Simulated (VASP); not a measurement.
# Nickel: the relaxed cell at several levels

Aim: relax Nickel at several levels and hold each cell against experiment. The levels: LDA, PBEsol, PBE, r2SCAN, PBE + D3(BJ), r2SCAN + rVV10, optB88-vdW and SCAN. LASPH is on for some levels and off for others; the table marks which. The start is a cell from a database of measured crystal structures.

Method: LDA, spin-polarised from a ferromagnetic start (one magnetic atom a cell); plane waves and PAW (Ni), in the first sound run; inputs show where later runs differ, in VASP 6.6.1.

Experimental background.

For Ni, face-centered cubic (literature value used as simulation input, 300 K), “Multiple origins of extra electron diffractions in fcc metals” (2023, arxiv:2311.10326) quotes earlier work: lattice constant a (cubic lattice parameter, quoted experimental value) 3.524 Å [literature value at ambient conditions, used as fixed simulation input].

Most raw output is cut from this account.

## Step 1: The starting structure

Before any relaxation, the start is as follows. Symmetry: Fm-3m, No. 225, cubic system. The conventional cell has a = 3.524 Å, b = 3.524 Å, c = 3.524 Å, α = 90.00°, β = 90.00°, γ = 90.00°. Ni has 12 Ni at 2.49 Å nearest.

Coordinates:

```
Ni
1.0
     0.00000    1.76194    1.76194
     1.76194    0.00000    1.76194
     1.76194    1.76194    0.00000
Ni
1
Direct
  0.00000 0.00000 0.00000
```

## Step 2: Relaxation with LDA

Properties are meant for the cell that this level of theory prefers, so cell and atoms are relaxed first (ISIF = 3) until forces and stress are small; EDIFFG sets the threshold. LDA, the lowest rung, knows the local density alone.

Input file INCAR:

```
SYSTEM = Ni
PREC = Accurate
ENCUT = 520
EDIFF = 1E-06
NELM = 100
ISMEAR = -1
SIGMA = 0.05
LREAL = .FALSE.
ALGO = Normal
GGA = CA
NBANDS = 11
ISPIN = 2
MAGMOM = 1
LMAXMIX = 4
LORBIT = 11
LWAVE = .FALSE.
LCHARG = .FALSE.
KPAR = 2
IBRION = 2
NSW = 60
ISIF = 3
EDIFFG = -0.01
```

Input file POSCAR:

```
Ni
1.0
    0.0000000000      1.7619350000      1.7619350000
    1.7619350000      0.0000000000      1.7619350000
    1.7619350000      1.7619350000      0.0000000000
Ni
1
Direct
    0.0000000000      0.0000000000      0.0000000000
```

Input file KPOINTS:

```
Automatic mesh
0
Gamma
13 13 13
0 0 0
```

Potentials, in the order of the species: Ni (PBE family, release 64).

Started as:

```sh
$ mpirun -np 2 vasp_std
```

The job ended after 51 s (2 MPI ranks of Intel Xeon Platinum 8375C at 2.90GHz (Ice Lake), shared host; peak memory 0.25 GiB).

The cell holds one magnetic atom, so no antiferromagnetic order fits into it. The PAW data sets were made with PBE, though LDA sets exist; this is a small mismatch. After so large a change of volume the plane waves of the start cell no longer fit, so the final stress carries a basis-set error. The run keeps the 48 symmetry operations of its start, so it cannot find a distortion of lower symmetry.

Step by step:

| step | energy less that of the first step (eV) | largest force (eV/Å) | pressure (GPa) | volume (Å³) |
| --- | --- | --- | --- | --- |
| 1 | 0.0000 | 0.0000 | -17.30 | 10.94 |
| 2 | 0.0212 | 0.0000 | 29.07 | 9.17 |
| 3 | -0.0517 | 0.0000 | -0.34 | 10.07 |
| 4 | -0.0517 | 0.0000 | 0.03 | 10.05 |

| conventional cell, symmetrised | before | after | change |
| --- | --- | --- | --- |
| a (Å) | 3.524 | 3.426 | -2.8 % |
| b (Å) | 3.524 | 3.426 | -2.8 % |
| c (Å) | 3.524 | 3.426 | -2.8 % |
| volume (Å³/atom) | 10.94 | 10.05 | -8.1 % |

Final coordinates:

```xyz
1
Lattice="0.0000 1.7131 1.7131 1.7131 0.0000 1.7131 1.7131 1.7131 0.0000" Properties=species:S:1:pos:R:3 pbc="T T T"
Ni    0.0000    0.0000    0.0000
```

This step gave:

```yaml
electrons: 10
bands: 11
irreducible_k_points: 84
symmetry_operations: 48
free_energy_toten: -6.602 eV
energy_at_zero_smearing: -6.596 eV
fermi_energy: 10.07 eV
pressure: 0.02773 GPa
moment_of_the_cell_from_the_last_line_of_the_log: 0.6142 μB
metallic: yes
scf_cycles_over_all_ionic_steps: 37
```

Spin moment in the PAW sphere by atom:

| atom | spin moment in the PAW sphere (μB) |
| --- | --- |
| Ni1 | 0.613 |

It ends with forces that vanish by symmetry and a pressure of 0.03 GPa. The volume lies -8.1 % from that of the database's start, which holds the thermal and zero-point expansion of its experiment. LDA is known to overbind. The conventional cell has a = 3.426 Å.

## Step 3: Relaxation with PBEsol

This step: PBEsol, spin-polarised from a ferromagnetic start (one magnetic atom a cell); plane waves and PAW (Ni) (VASP 6.6.1).

PBEsol restores the gradient expansion of exchange and is tuned for the cells of solids.

INCAR, as its differences from that of step 2:

```diff
@@ -9,3 +9,3 @@
 ALGO = Normal
-GGA = CA
+GGA = PS
 NBANDS = 11
```

POSCAR is that of step 2.

KPOINTS is that of step 2.

Started as:

```sh
$ mpirun -np 2 vasp_std
```

Run time: 44 s. Hardware: 2 MPI ranks; peak memory 0.27 GiB.

LASPH is off, so gradient terms of the non-spherical density inside the spheres are left out; for open d or f shells this can shift gaps and moments. The PAW data sets were made with PBE, which is usual practice but a small mismatch for other functionals.

Step by step:

| step | energy less that of the first step (eV) | largest force (eV/Å) | pressure (GPa) | volume (Å³) |
| --- | --- | --- | --- | --- |
| 1 | 0.0000 | 0.0000 | -10.59 | 10.94 |
| 2 | 0.0031 | 0.0000 | 14.02 | 9.83 |
| 3 | -0.0194 | 0.0000 | -0.13 | 10.38 |

| conventional cell, symmetrised | before | after | change |
| --- | --- | --- | --- |
| a (Å) | 3.524 | 3.463 | -1.7 % |
| b (Å) | 3.524 | 3.463 | -1.7 % |
| c (Å) | 3.524 | 3.463 | -1.7 % |
| volume (Å³/atom) | 10.94 | 10.38 | -5.1 % |

The relaxed structure:

```xyz
1
Lattice="0.0000 1.7316 1.7316 1.7316 0.0000 1.7316 1.7316 1.7316 0.0000" Properties=species:S:1:pos:R:3 pbc="T T T"
Ni    0.0000    0.0000    0.0000
```

Numbers from this step:

* free energy (TOTEN): -6.144 eV
* energy at zero smearing: -6.137 eV
* Fermi energy: 9.863 eV
* pressure: -0.1330 GPa
* moment of the cell, from the last line of the log: 0.6237 μB
* SCF cycles over all ionic steps: 30

It ends at 10.38 Å³/atom, -5.1 % from the start, with -0.13 GPa left. The conventional cell has a = 3.463 Å.

## Step 4: Relaxation with PBE

This step: PBE, spin-polarised from a ferromagnetic start (one magnetic atom a cell); plane waves and PAW (Ni) (VASP 6.6.1).

PBE, the usual starting point, adds the gradient of the density.

INCAR, as its differences from that of step 3:

```diff
@@ -9,3 +9,3 @@
 ALGO = Normal
-GGA = PS
+GGA = PE
 NBANDS = 11
```

POSCAR is that of step 3.

KPOINTS is that of step 3.

Started as:

```sh
$ mpirun -np 2 vasp_std
```

It took 39 s on 2 MPI ranks; peak memory 0.27 GiB; 75 s of CPU time.

Relaxation path:

| step | energy less that of the first step (eV) | largest force (eV/Å) | pressure (GPa) | volume (Å³) |
| --- | --- | --- | --- | --- |
| 1 | 0.0000 | 0.0000 | -0.97 | 10.94 |
| 2 | 0.0000 | 0.0000 | 0.89 | 10.83 |
| 3 | -0.0002 | 0.0000 | 0.01 | 10.88 |

| conventional cell, symmetrised | before | after | change |
| --- | --- | --- | --- |
| a (Å) | 3.524 | 3.518 | -0.2 % |
| b (Å) | 3.524 | 3.518 | -0.2 % |
| c (Å) | 3.524 | 3.518 | -0.2 % |
| volume (Å³/atom) | 10.94 | 10.88 | -0.5 % |

The relaxed structure:

```xyz
1
Lattice="0.0000 1.7589 1.7589 1.7589 0.0000 1.7589 1.7589 1.7589 0.0000" Properties=species:S:1:pos:R:3 pbc="T T T"
Ni    0.0000    0.0000    0.0000
```

It ends at 10.88 Å³/atom, -0.5 % from the start, with 0.01 GPa left. The conventional cell has a = 3.518 Å.

## Step 5: Relaxation with r2SCAN

This step: r2SCAN, spin-polarised from a ferromagnetic start (one magnetic atom a cell); plane waves and PAW (Ni) (VASP 6.6.1).

r2SCAN adds the kinetic-energy density, costs more than a GGA and is run with LASPH.

INCAR, as its differences from that of step 4:

```diff
@@ -9,3 +9,4 @@
 ALGO = Normal
-GGA = PE
+METAGGA = R2SCAN
+LASPH = .TRUE.
 NBANDS = 11
```

POSCAR is that of step 4.

KPOINTS is that of step 4.

Started as:

```sh
$ mpirun -np 2 vasp_std
```

Wall time 4 min (2 MPI ranks); peak memory 0.27 GiB.

SCAN-type functionals tend to overstate the moments of itinerant magnets.

The steps of the relaxation:

| step | energy less that of the first step (eV) | largest force (eV/Å) | pressure (GPa) | volume (Å³) |
| --- | --- | --- | --- | --- |
| 1 | 0.0000 | 0.0000 | -7.75 | 10.94 |
| 2 | -0.0007 | 0.0000 | 9.17 | 10.12 |
| 3 | -0.0109 | 0.0000 | -0.03 | 10.51 |

| conventional cell, symmetrised | before | after | change |
| --- | --- | --- | --- |
| a (Å) | 3.524 | 3.477 | -1.3 % |
| b (Å) | 3.524 | 3.477 | -1.3 % |
| c (Å) | 3.524 | 3.477 | -1.3 % |
| volume (Å³/atom) | 10.94 | 10.51 | -4.0 % |

The relaxed structure:

```xyz
1
Lattice="0.0000 1.7383 1.7383 1.7383 0.0000 1.7383 1.7383 1.7383 0.0000" Properties=species:S:1:pos:R:3 pbc="T T T"
Ni    0.0000    0.0000    0.0000
```

Spin moment in the PAW sphere by atom:

| atom | spin moment in the PAW sphere (μB) |
| --- | --- |
| Ni1 | 0.690 |

It ends at 10.51 Å³/atom, -4.0 % from the start, with -0.03 GPa left. The conventional cell has a = 3.477 Å.

## Step 6: Relaxation with PBE + D3(BJ)

This step: PBE with D3(BJ), spin-polarised from a ferromagnetic start (one magnetic atom a cell); plane waves and PAW (Ni) (VASP 6.6.1).

A dispersion term adds the long-range attraction that semilocal functionals lack. D3 with Becke-Johnson damping keeps a finite attraction at short range.

INCAR, as its differences from that of step 5:

```diff
@@ -9,4 +9,4 @@
 ALGO = Normal
-METAGGA = R2SCAN
-LASPH = .TRUE.
+GGA = PE
+IVDW = 12
 NBANDS = 11
```

POSCAR is that of step 5.

KPOINTS is that of step 5.

Started as:

```sh
$ mpirun -np 2 vasp_std
```

The job ended after 47 s (2 MPI ranks; peak memory 0.28 GiB; 92 s of CPU time).

Dispersion corrections of this kind ignore metallic screening and tend to overbind metals.

It ends at 10.51 Å³/atom, -3.9 % from the start, with -0.03 GPa left. The conventional cell has a = 3.477 Å. Against plain PBE, the dispersion term moves a by -1.2 %.

## Step 7: Relaxation with r2SCAN + rVV10

This step: r2SCAN with rVV10, spin-polarised from a ferromagnetic start (one magnetic atom a cell); plane waves and PAW (Ni) (VASP 6.6.1).

LUSE_VDW switches on a nonlocal correlation term for dispersion.

INCAR, as its differences from that of step 6:

```diff
@@ -9,4 +9,8 @@
 ALGO = Normal
-GGA = PE
-IVDW = 12
+METAGGA = R2SCAN
+LUSE_VDW = .TRUE.
+IVDW_NL = 2
+BPARAM = 11.95
+CPARAM = 0.0093
+LASPH = .TRUE.
 NBANDS = 11
```

POSCAR is that of step 6.

KPOINTS is that of step 6.

Started as:

```sh
$ mpirun -np 2 vasp_std
```

The job ended after 5.6 min (2 MPI ranks; peak memory 0.38 GiB; 11 min of CPU time).

Spin moment in the PAW sphere by atom:

| atom | spin moment in the PAW sphere (μB) |
| --- | --- |
| Ni1 | 0.688 |

It ends at 10.41 Å³/atom, -4.9 % from the start, with 0.04 GPa left. The conventional cell has a = 3.466 Å. Against plain r2SCAN, the dispersion term moves a by -0.3 %.

## Step 8: Relaxation with optB88-vdW

This step: optB88-vdW, spin-polarised from a ferromagnetic start (one magnetic atom a cell); plane waves and PAW (Ni) (VASP 6.6.1).

optB88-vdW pairs nonlocal correlation with a B88-type exchange refitted to the binding of molecular dimers.

INCAR, as its differences from that of step 7:

```diff
@@ -9,7 +9,7 @@
 ALGO = Normal
-METAGGA = R2SCAN
+GGA = BO
+AGGAC = 0
 LUSE_VDW = .TRUE.
-IVDW_NL = 2
-BPARAM = 11.95
-CPARAM = 0.0093
+PARAM1 = 0.1833333333
+PARAM2 = 0.22
 LASPH = .TRUE.
```

POSCAR is that of step 7.

KPOINTS is that of step 7.

Started as:

```sh
$ mpirun -np 2 vasp_std
```

Wall time 99 s (2 MPI ranks); peak memory 0.47 GiB; 3.3 min of CPU time.

It ends at 10.82 Å³/atom, -1.1 % from the start, with 0.01 GPa left. The conventional cell has a = 3.511 Å.

## Step 9: Relaxation with SCAN

This step: SCAN, spin-polarised from a ferromagnetic start (one magnetic atom a cell); plane waves and PAW (Ni) (VASP 6.6.1).

SCAN adds the kinetic-energy density; it is numerically more delicate than r2SCAN.

INCAR, as its differences from that of step 8:

```diff
@@ -9,7 +9,3 @@
 ALGO = Normal
-GGA = BO
-AGGAC = 0
-LUSE_VDW = .TRUE.
-PARAM1 = 0.1833333333
-PARAM2 = 0.22
+METAGGA = SCAN
 LASPH = .TRUE.
```

POSCAR is that of step 8.

KPOINTS is that of step 8.

Started as:

```sh
$ mpirun -np 2 vasp_std
```

Elapsed: 4.9 min, on 2 MPI ranks; peak memory 0.28 GiB; 9.7 min of CPU time.

Spin moment in the PAW sphere by atom:

| atom | spin moment in the PAW sphere (μB) |
| --- | --- |
| Ni1 | 0.699 |

It ends at 10.28 Å³/atom, -6.0 % from the start, with 0.03 GPa left. The conventional cell has a = 3.452 Å.

## Step 10: The cells as a table

This step: relaxed cells at several levels; plane waves and PAW (VASP 6.6.1).

Derived from the runs above.

Lengths are those of the conventional cell; cost is the wall time of each run, as given at its step, times its ranks, without the set-up around it; LASPH differs between rows, which moves results and costs too. Results by level, by row:

| level | volume (Å³/atom) | change from the start (%) | a (Å) | largest site moment (μB) | cost (core minutes) | LASPH |
| --- | --- | --- | --- | --- | --- | --- |
| LDA | 10.05 | -8.1 | 3.426 | 0.613 | 1.7 | off |
| PBEsol | 10.38 | -5.1 | 3.463 | 0.629 | 1.47 | off |
| PBE | 10.88 | -0.5 | 3.518 | 0.636 | 1.3 | off |
| r2SCAN | 10.51 | -4 | 3.477 | 0.69 | 7.97 | on |
| PBE + D3(BJ) | 10.51 | -3.9 | 3.477 | 0.631 | 1.57 | off |
| r2SCAN + rVV10 | 10.41 | -4.9 | 3.466 | 0.688 | 11.3 | on |
| optB88-vdW | 10.82 | -1.1 | 3.511 | 0.623 | 3.3 | on |
| SCAN | 10.28 | -6 | 3.452 | 0.699 | 9.7 | on |

## Step 11: Outcome

```json
{"volume, LDA": "10.05 Å³/atom", "volume, PBEsol": "10.38 Å³/atom", "volume, PBE": "10.88 Å³/atom", "volume, r2SCAN": "10.51 Å³/atom", "volume, PBE + D3(BJ)": "10.51 Å³/atom", "volume, r2SCAN + rVV10": "10.41 Å³/atom", "volume, optB88-vdW": "10.82 Å³/atom", "volume, SCAN": "10.28 Å³/atom"}
```

For Nickel the levels give volumes between 10.05 Å³/atom (LDA) and 10.88 Å³/atom (PBE), a spread of 8.2 %, while the cost of the finished runs spans a factor of 8.7. Within 1 % of experiment on every length: PBE and optB88-vdW. The nearest, PBE, is among the cheap ones. Thermal and zero-point expansion, often some tenths of a per cent in length, bear on this order: with the measured lengths lowered by an assumed 0.4 % the nearest becomes optB88-vdW. The costs hold the number of ionic steps as well as the price of the functional. SCAN-type functionals tend to overstate the moments of itinerant magnets. The closing table has room for seven levels; SCAN stands in the table of levels alone. Adding D3(BJ) to PBE changes the volume by -3.4 % (a by -1.2 %). Adding rVV10 to r2SCAN changes the volume by -0.9 % (a by -0.3 %). Pairwise corrections of the D and TS kind ignore the screening in a metal, so they may overbind here. Within 0.02 Å all end in space group Fm-3m; the runs can't lower the symmetry of the start. Only the typed magnetic starts were tried, so the magnetic ground state may differ and with it the other results. LASPH is on for some levels and off for others, so differences between them are not the functional's alone. Each is a single relaxation on the plane waves of the start cell, so larger changes of volume carry a basis-set error that was not tested here.

Calculation against experiment:

| quantity | measured | LDA | PBEsol | PBE | r2SCAN | PBE + D3(BJ) | r2SCAN + rVV10 | optB88-vdW |
| --- | --- | --- | --- | --- | --- | --- | --- | --- |
| lattice constant a (Å) | 3.524 | 3.426 (-2.8 %) | 3.463 (-1.7 %) | 3.518 (-0.2 %) | 3.477 (-1.3 %) | 3.477 (-1.3 %) | 3.466 (-1.6 %) | 3.511 (-0.4 %) |

Measured values from arxiv:2311.10326 (2023).

**Verdict.** For the lattice constant a, of the levels listed nearest comes PBE (-0.2 %, good agreement) and farthest LDA (-2.8 %, a clear miss). The grades are ours: good and fair within 0.7 and 1.5 % for the lattice constant a. For lattice constants the calculation has a static lattice, without zero-point motion or thermal expansion (measured at up to 300 K).

[Lines on the potential files, build, host, timing and source positions are cut from VASP's logs without a mark.]

[Logs are printed without paths, hosts, clocks, repeated set-up lines and the standing remarks that a program may print on its own settings, such as how far it seeks lower states.]

[Hosts, paths, dates, database ids (printed as entryN), source tags and the programs' standing remarks are cut or masked in the printed files.]

[A measured line is paired with the nearest computed mode of its activity, which favours agreement.]
